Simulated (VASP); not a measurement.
Input:

```xyz
40
Lattice="-4.7431 4.7431 4.7431 4.7431 -4.7431 4.7431 4.7431 4.7431 -4.7431" Properties=species:S:1:pos:R:3 pbc="T T T"
N      2.3716     2.3716     2.3716
N     -2.3716     2.3716     2.3716
N      2.3716     2.3716    -2.3716
N      2.3716    -2.3716     2.3716
N      4.4253     0.0000     2.3716
N      0.3178     0.0000     7.1147
N      2.3716     4.4253     0.0000
N      7.1147     0.3178     0.0000
N      0.0000     2.3716     4.4253
N      0.0000     7.1147     0.3178
N      0.3178     4.7431     2.3716
N      4.4253     4.7431    -2.3716
N      2.3716     0.3178     4.7431
N     -2.3716     4.4253     4.7431
N      4.7431     2.3716     0.3178
N      4.7431    -2.3716     4.4253
Zn     3.7044     1.4505     3.6351
Zn     5.7819     3.2927     3.6351
Zn     1.0387     1.4505     5.8511
Zn    -1.0387     3.2927     5.8511
Zn     3.6351     3.7044     1.4505
Zn     3.6351     5.7819     3.2927
Zn     5.8511     1.0387     1.4505
Zn     5.8511    -1.0387     3.2927
Zn     1.4505     3.6351     3.7044
Zn     3.2927     3.6351     5.7819
Zn     1.4505     5.8511     1.0387
Zn     3.2927     5.8511    -1.0387
Zn     1.0387     3.2927     1.1080
Zn    -1.0387     1.4505     1.1080
Zn     3.7044     3.2927    -1.1080
Zn     5.7819     1.4505    -1.1080
Zn     1.1080     1.0387     3.2927
Zn     1.1080    -1.0387     1.4505
Zn    -1.1080     3.7044     3.2927
Zn    -1.1080     5.7819     1.4505
Zn     3.2927     1.1080     1.0387
Zn     1.4505     1.1080    -1.0387
Zn     3.2927    -1.1080     3.7044
Zn     1.4505    -1.1080     5.7819
```

These are revPBE GGA, VASP's PBE PAW potentials (set 64) (plane waves; VASP) values and carry that method's errors. Settings: LREAL = Auto, 400 eV cut-off, 3×3×3 Γ-centred mesh, first-order Methfessel-Paxton smearing of 0.14 eV, potentials N Zn.

At this cut-off the stress carries a Pulay error, which pulls relaxed volumes low.

Question: Estimate the energy per atom (σ→0), pressure, band gap (on the k-mesh) with the smallest direct gap where there is one.

Answer: 
| Quantity | Value |
|---|---|
| band gap (on the k-mesh) | none (metal, semimetal or under 0.01 eV) |
| energy per atom (σ→0) | -3419 meV/atom |
| pressure | 20.63 GPa |

The absolute energy has meaning only against runs of the same code, potentials and settings.

The structure was generated: Zn3N2 was put into an ordered model structure, a phase also known from measurement. The cell was not relaxed at this level. The k-mesh is coarse (spacing up to 0.31 per Å, 2π included), so the numbers may not be converged in it.
